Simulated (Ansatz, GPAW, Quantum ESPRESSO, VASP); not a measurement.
Code comparison for CsPbBr3 (Pm-3m, 5 atoms in the cell)

Self-consistent single point.

```
CsPbBr3
1.0
    5.87000     0.00000     0.00000
    0.00000     5.87000     0.00000
    0.00000     0.00000     5.87000
Cs Pb Br
1 1 3
Cartesian
  0.00000   0.00000   0.00000
  2.93500   2.93500   2.93500
  2.93500   0.00000   2.93500
  0.00000   2.93500   2.93500
  2.93500   2.93500   0.00000
```

Shared settings, as Ansatz (a quantum-chemistry and plane-wave program) writes them: kpoints.mp_grid.grid = 8 8 8; scf.occupations.method = fermi_dirac; scf.occupations.width = 0.01 eV. Potentials and cutoffs stand in the table.

```tsv
code	model	pressure (GPa)	gap on the mesh (eV)	cutoff
Ansatz	PBE, default PAW files	1.43	1.529	420 eV
Quantum ESPRESSO	PBE, PseudoDojo standard norm-conserving (PBE) pseudopotentials	1.40	1.538	65 Ry
VASP	PBE, VASP's PBE PAW potentials (set 64)	1.32	–	300 eV
GPAW	PBE, GPAW PAW datasets PBE (gpaw-data 1.0.1)	1.39	1.473	550 eV
```

A dash marks a value that a program does not give, or that is left out as unsure.

No gap is tabulated for VASP: it is not read from that output, or partly filled or unconverged empty levels leave it unsure.

Gaps are read on the mesh.

On Ansatz's run: spin-orbit coupling is off.

The spread over the programs that give each value: pressure within 0.11 GPa; gap on the mesh within 0.065 eV.

Ansatz's pressure is given at a fixed set of plane waves, as the other plane-wave codes print theirs.

On the base mesh (3 3 3) the same programs gave: Quantum ESPRESSO pressure 1.10 GPa; Ansatz pressure 1.13 GPa; GPAW pressure 1.08 GPa; VASP pressure 1.02 GPa.

The values differ from the base mesh's, so the mesh still matters here: the table compares the programs at equal settings.

VASP's run is marked for a possible Pulay error in its stress at this cutoff; no cutoff test was made.

The starting cell has typed, rounded lattice constants, without a prior relaxation at this level.

Left out of this page: ABINIT and SIESTA (not drawn, or without a comparable value); CP2K (on another mesh).

Keys are those of Ansatz 0.2.
